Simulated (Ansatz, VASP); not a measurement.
# Al2O3 (Corundum) in two plane-wave programs, part 3 of 3

Wanted: the spread between two codes on one cell, functional and k mesh. The cell is taken from a series of runs on this material, whose earlier steps may have relaxed, scaled, displaced or heated it; both programs get it as it stands.

VASP 6.6.1 and Ansatz 0.2.0.

So far: Set-up; VASP: zone-centre phonons, LDA.

### Step 3. Ansatz: zone-centre phonons, LDA

Level of this step: Ansatz beside VASP: Kohn-Sham DFT, plane waves, LDA (Ansatz).

Ansatz runs on its PAW soft_1 files.

The same cell, functional (in two slightly different forms) and mesh now go to Ansatz, which takes its cutoff from its data sets.

Contents of input.yaml:

```yaml
crystal:
  lattice:
    - [2.3335317154, 1.3472651641, 4.2344683185]
    - [-2.3335317154, 1.3472651641, 4.2344683185]
    - [0.0, -2.6945303281, 4.2344683185]
  atoms:
    - { symbol: O, position: [0.5562782592, 0.9437217408, 0.25] }
    - { symbol: O, position: [0.25, 0.5562782592, 0.9437217408] }
    - { symbol: O, position: [0.9437217408, 0.25, 0.5562782592] }
    - { symbol: O, position: [0.4437217408, 0.0562782592, 0.75] }
    - { symbol: O, position: [0.75, 0.4437217408, 0.0562782592] }
    - { symbol: O, position: [0.0562782592, 0.75, 0.4437217408] }
    - { symbol: Al, position: [0.3519033619, 0.3519033619, 0.3519033619] }
    - { symbol: Al, position: [0.1480966381, 0.1480966381, 0.1480966381] }
    - { symbol: Al, position: [0.6480966381, 0.6480966381, 0.6480966381] }
    - { symbol: Al, position: [0.8519033619, 0.8519033619, 0.8519033619] }
kpoints:
  mp_grid: { grid: [6, 6, 6] }
hamiltonian:
  xc: lda
  pseudopotentials: { kind: paw, azcp: { folder: soft_1 }, xc_functional: pbe }
scf:
  occupations: { method: fixed }
output:
  eigenvalues: true
phonons:
  method: dfpt
  dielectric: true
  rigid_motions: translations
```

The run is started by

```console
ansatz run input.yaml --threads 8 --pin off --max-ram 20480MiB --backend cpu --events-out ev --progress --plain --runs-dir out
```

Numbers of over 12 decimals in the logs are rounded to 6 here.

The log of the run:

```text
Engine: ansatz 0.2.0, aarch64-unknown-linux-gnu
Pseudopotentials: kind: paw
Pseudopotential: O, paw, valence charge 6, recommended cutoff 420 eV (normal), soft_1/O.paw.azcp
Pseudopotential: Al, paw, valence charge 3, recommended cutoff 420 eV (normal), soft_1/Al.paw.azcp
Functional definition: SPW92
  exchange = slater_x
  correlation = pw_c
Crystal: 10 atoms, lattice volume = 79.876 Å³
Basis set: ecut = 420 eV, 1593 PW (Γ), exchange–correlation on 72×72×72 points (8 copies of the dense FFT grid, shifted against one another)
Bands: 34, of which v1, the nominal top of the filled ones, is band 24 counted from 1 (23 counted from 0)
Symmetry: 12 space group operations
k-points: 112 of 216 (irreducible under 1 space group operation, time reversal used)
Non-local potential: O, projectors of the file, l = 0: 2, l = 1: 2, l = 2: 1
Non-local potential: Al, projectors of the file, l = 0: 2, l = 1: 2, l = 2: 1
PAW form: soft (Blöchl's): semilocal exchange-correlation on the pseudo side does not see the compensation charge
PAW frozen core: O, regenerated for the run's functional, and the local potential with it (the file was generated under x = pbe(κ = 0.804, μ = 0.219515), c = pbe(β = 0.066725))
PAW frozen core: Al, regenerated for the run's functional, and the local potential with it (the file was generated under x = pbe(κ = 0.804, μ = 0.219515), c = pbe(β = 0.066725))
PAW one-centre angular grid: O, 110 points (default); XC on 64 Gauss nodes
PAW one-centre angular grid: Al, 110 points (default); XC on 64 Gauss nodes
Initial density: superposition of atomic densities (chi_scale 0.1, normalization cell, long waves kept (reshape's long-wave potential 0.00 eV rms))
Initial wavefunctions: pseudopotential atomic-orbital guess
Functional: x = slater, c = lda
SCF iter   1: F=—  HF=-5403.745296 eV  |F-HF|=—  |Δ(HF+E_count)|=         —  Δρ=1.30e-1  dr2=1.21e1  ethr=3.10e-3  ⟨swp⟩=5.1  Hψ=14821  notcnv=0  defer=721
preconditioner: auto → none  [insulator: Δε(μ)=8.053 eV  Ē_g=19.108 eV  n_scr=14 (ndim 8)  ℏωp=28.8 eV  f_vac=0.000  ε∞_Penn≈3.3]
SCF iter   2: F=—  HF=-5400.237644 eV  |F-HF|=—  |Δ(HF+E_count)|=    3.51e0  Δρ=6.43e-2  dr2=1.32e0  ethr=3.10e-3  ⟨swp⟩=3.5  Hψ=9165  notcnv=0  defer=846
SCF iter   3: F=—  HF=-5399.817867 eV  |F-HF|=—  |Δ(HF+E_count)|=   4.20e-1  Δρ=1.94e-2  dr2=1.41e-1  ethr=2.76e-3  ⟨swp⟩=2.3  Hψ=6517  notcnv=0  defer=752
SCF iter   4: F=—  HF=-5399.777418 eV  |F-HF|=—  |Δ(HF+E_count)|=   4.04e-2  Δρ=1.53e-3  dr2=9.44e-4  ethr=2.93e-4  ⟨swp⟩=2.0  Hψ=4200  notcnv=0  defer=893
SCF iter   5: F=—  HF=-5399.777266 eV  |F-HF|=—  |Δ(HF+E_count)|=   1.52e-4  Δρ=2.58e-4  dr2=1.16e-5  ethr=1.97e-6  ⟨swp⟩=2.4  Hψ=6046  notcnv=0  defer=893
SCF iter   6: F=—  HF=-5399.777267 eV  |F-HF|=—  |Δ(HF+E_count)|=   7.19e-7  Δρ=2.62e-5  dr2=2.95e-7  ethr=2.42e-8  ⟨swp⟩=2.2  Hψ=6138  notcnv=0  defer=556
SCF iter   7: F=—  HF=-5399.777267 eV  |F-HF|=—  |Δ(HF+E_count)|=   2.72e-8  Δρ=5.60e-6  dr2=1.39e-8  ethr=6.14e-10  ⟨swp⟩=2.1  Hψ=6282  notcnv=0  defer=474
SCF iter   8: F=—  HF=-5399.777267 eV  |F-HF|=—  |Δ(HF+E_count)|=   5.92e-9  Δρ=3.98e-7  dr2=1.08e-10  ethr=2.90e-11  ⟨swp⟩=2.8  Hψ=6650  notcnv=0  defer=474
SCF iter   9: F=-5399.777267 eV  HF=-5399.777267 eV  |F-HF|=9.09e-13  |Δ(HF+E_count)|=  3.73e-11  Δρ=4.13e-8  dr2=7.23e-13  ethr=1.00e-12  ⟨swp⟩=15.4  Hψ=25630  notcnv=0
SCF 1 converged in 9 iterations: F = -5399.777267 eV  dr2 = 7.23e-13
  greatest PAW one-centre occupation: 0.854 electrons in one spin orbital (limit 2), on the O atom at site 4 (counted from 0), in its partial waves of l = 0
NSCF: frozen V_eff on 6 k-points
DFPT response loops at Γ: preconditioner auto → none (the input reference at scf.mixing.eps_inf says where Resta's filter doesn't serve); β = 0.50; Broyden in place of MSR1
SCF converged after 9 iterations
Free energy (F): -5399.777267 eV
Harris-Foulkes:  -5399.777267 eV  (|F-HF|=9.09e-13)
Internal energy: -5399.777267 eV  (E = F + TS)
E sigma→0 (E₀):  -5399.777267 eV
Fermi energy:    8.197036 eV
--- Per-component energies (eV) ---
  E_band       = 80.748953
  E_kinetic    = 1147.245216
  E_local      = -1902.978597  (includes V_loc(G=0)·N_el)
  E_nonlocal   = 369.412156
  E_hartree    = 719.109153
  E_xc         = -587.068746
  E_vxc        = -680.583347  (∫ρ·V_xc dr)
  E_paw        = -2698.730922  (= ΣΔE_a)
  E_vpaw       = -290.569696  (= ΣTr[D̂ρ^β])
  E_aug_tail   = 0.004885  (compensation charges beyond the density's cutoff)
  E_ewald      = -2447.574805
  E_core_change = 0.804395  (= ΣΔE_core)
  E_smearing   = -0.000000  (= −TS)
  E_closure    = -0.000000  (closes the sum)
  Σ components = -5399.777267   (vs F -5399.777267, Δ=0.00e0)
--- Band table (eV; the first three rows and the last of 112) ---
  k-point 0: bands = [... 20 lower, 7.6070, 8.1244, 8.1244, 8.1970, 15.1445, 17.6146, 19.5373, 20.1127, ... 6 higher]
  k-point 1: bands = [... 20 lower, 7.4080, 7.8009, 8.0769, 8.1303, 15.7497, 18.1368, 19.0482, 19.6343, ... 6 higher]
  k-point 2: bands = [... 20 lower, 7.2436, 7.5714, 7.9101, 7.9716, 17.0120, 18.4641, 18.6296, 19.2513, ... 6 higher]
  k-point 111: bands = [... 20 lower, 7.7454, 7.7454, 7.7454, 7.7454, 17.3811, 17.3811, 19.5733, 19.5733, ... 6 higher]
--- Phonons (Γ-DFPT): 5 representative perturbations + reference, on 112 of 216 k-points (Σ response iterations 17) ---
  k mesh reduced under 1 symmetry operation, with k and −k counted as one. Each operation leaves every solved perturbation unchanged. A smaller set is not considered because the run solves the response to a homogeneous field
  ASR residual: 6.009e-5 → 0.000e0 eV/Å²; symmetrization residual: 5.419e-6 eV/Å²
  ASR residual per site (eV/Å²): 6.01e-5 4.82e-5 4.82e-5 6.01e-5 4.82e-5 4.82e-5 7.27e-7 7.27e-7 7.27e-7 7.27e-7
  Γ frequencies (cm⁻¹): 0.00 0.00 0.00 330.85 386.10 386.10 411.88 414.65 414.65 437.29 456.52 456.52 459.93 459.93 471.60 471.60 550.55 607.37 607.37 622.27 622.27 629.94 637.76 673.79 673.79 684.50 722.50 792.48 801.98 801.98
  ε∞ (high-frequency dielectric tensor):
        3.206159     0.000000     0.000000
        0.000000     3.206159    -0.000000
       -0.000000    -0.000000     3.163779
  ε⁰ (static dielectric tensor: ions relaxed, cell fixed):
        8.557514     0.000000     0.000000
        0.000000     8.557514     0.000000
        0.000000     0.000000    10.279939
  ε⁰ − ε∞ (ionic part):
        5.351355     0.000000     0.000000
        0.000000     5.351355     0.000000
        0.000000     0.000000     7.116160
  softest optical mode at Γ: 330.85 cm⁻¹; the repairs (sum rule, projections) moved no ω² at Γ by more than (1.95 cm⁻¹)²
  Born effective charges Z* (e; rows j = field, columns β = displacement):
    site 0:
        -2.05994    0.00000    0.00000
        -0.00000   -1.86208    0.24928
        -0.00000    0.33682   -1.93778
    site 1:
        -1.91154    0.08568   -0.21588
         0.08568   -2.01047   -0.12464
        -0.29169   -0.16841   -1.93778
    site 2:
        -1.91154   -0.08568    0.21588
        -0.08568   -2.01047   -0.12464
         0.29169   -0.16841   -1.93778
    site 3:
        -2.05994    0.00000    0.00000
         0.00000   -1.86208    0.24928
        -0.00000    0.33682   -1.93778
    site 4:
        -1.91154    0.08568   -0.21588
         0.08568   -2.01047   -0.12464
        -0.29169   -0.16841   -1.93778
    site 5:
[...]
site 6:
[...]
site 7:
[...]
site 8:
[...]
site 9:
[...]
Z* charge neutrality: 3.468e-6 e pre-enforcement
  k-mesh period / interband length: 28.0 Å / 1.17 Å = 23.93 at k = (0.0000, 0.0000, 0.0000), direct gap 6.947 eV — 14 or more, which is no proof of convergence
  optical modes at Γ without the LO–TO term, one row a degenerate level:
      ω (cm⁻¹)  modes    IR ((D/Å)²/amu)
[...]
optical modes at Γ + LO–TO along q̂ = [1.0000, 0.0000, 0.0000]:
      ω (cm⁻¹)  modes    IR ((D/Å)²/amu)
[...]
optical modes at Γ + LO–TO along q̂ = [0.0000, 1.0000, 0.0000]:
      ω (cm⁻¹)  modes    IR ((D/Å)²/amu)
[...]
optical modes at Γ + LO–TO along q̂ = [0.0000, 0.0000, 1.0000]:
      ω (cm⁻¹)  modes    IR ((D/Å)²/amu)
[...]
622.27      2            74.9742
        629.94      1             0.0000
        673.79      2            15.9411
        684.50      1             0.0000
        722.50      1             0.0000
        792.48      1             0.0000
        801.98      2             0.0000
        913.17      1            59.4984
```

### Step 4. Differences

Known differences besides the potentials themselves: the two LDA forms differ slightly; fixed occupations in Ansatz, narrow Gaussian smearing in VASP; the cutoff is 420 eV in Ansatz and 600 eV in VASP; VASP's log shows a relativistic correction to its local exchange, Ansatz's none. Total energies have different zeros and are not compared.

Compared:

| quantity | Ansatz | VASP | difference |
| --- | --- | --- | --- |
| ε∞ xx | 3.21 | 3.19 | +0.54 % |
| ε∞ yy | 3.21 | 3.19 | +0.54 % |
| ε∞ zz | 3.16 | 3.15 | +0.56 % |
| Born charge of O1 (mean of the diagonal) (e) | -1.95 | -1.94 | -0.01 |
| Born charge of Al7 (mean of the diagonal) (e) | 2.93 | 2.91 | +0.02 |
| optical mode 1 (cm⁻¹) | 330.9 | 334.9 | -1.20 % |
| optical mode 2 to 3 (cm⁻¹) | 386.1 | 387.8 | -0.45 % |
| optical mode 4 (cm⁻¹) | 411.9 | 414.5 | -0.63 % |
| optical mode 5 to 6 (cm⁻¹) | 414.6 | 418.1 | -0.84 % |
| optical mode 7 (cm⁻¹) | 437.3 | 439.9 | -0.60 % |
| optical mode 8 to 9 (cm⁻¹) | 456.5 | 459.5 | -0.64 % |
| optical mode 10 to 11 (cm⁻¹) | 459.9 | 463.6 | -0.79 % |
| optical mode 12 to 13 (cm⁻¹) | 471.6 | 477.0 | -1.14 % |
| optical mode 14 (cm⁻¹) | 550.5 | 553.7 | -0.57 % |
| optical mode 15 to 16 (cm⁻¹) | 607.4 | 611.5 | -0.68 % |
| optical mode 17 to 18 (cm⁻¹) | 622.3 | 630.1 | -1.24 % |
| optical mode 19 (cm⁻¹) | 629.9 | 632.2 | -0.35 % |
| optical mode 20 (cm⁻¹) | 637.8 | 647.5 | -1.50 % |
| optical mode 21 to 22 (cm⁻¹) | 673.8 | 682.3 | -1.24 % |
| optical mode 23 (cm⁻¹) | 684.5 | 691.7 | -1.04 % |
| optical mode 24 (cm⁻¹) | 722.5 | 726.9 | -0.61 % |
| optical mode 25 (cm⁻¹) | 792.5 | 799.3 | -0.86 % |
| optical mode 26 to 27 (cm⁻¹) | 802.0 | 811.2 | -1.13 % |

Modes are paired by rising frequency, not by their patterns, so a pair may set unlike modes beside each other; they are those without the splitting of longitudinal modes.

### Step 5. Outcome

- r.m.s. difference of the optical zone-centre modes, each program's sorted by frequency (zone-centre phonons, LDA): 5.6 cm⁻¹
- difference in optical mode 20 (zone-centre phonons, LDA): -1.5 %

What this shows: The r.m.s. difference of the optical zone-centre modes, each program's sorted by frequency is 5.6 cm⁻¹ (zone-centre phonons, LDA). Among the rows given in per cent, the largest difference of the zone-centre phonons, LDA pair is in optical mode 20, -1.5 %. Such differences can come from data sets, numerical settings and the points named under the comparisons, not from the functional's error against experiment.

[Lines on the potential files, build, host, timing and source positions are cut from VASP's logs without a mark.]

[Logs are printed without paths, hosts, clocks, repeated set-up lines and the standing remarks that a program may print on its own settings, such as how far it seeks lower states.]

[Hosts, paths, dates, database ids (printed as entryN), source tags and the programs' standing remarks are cut or masked in the printed files.]
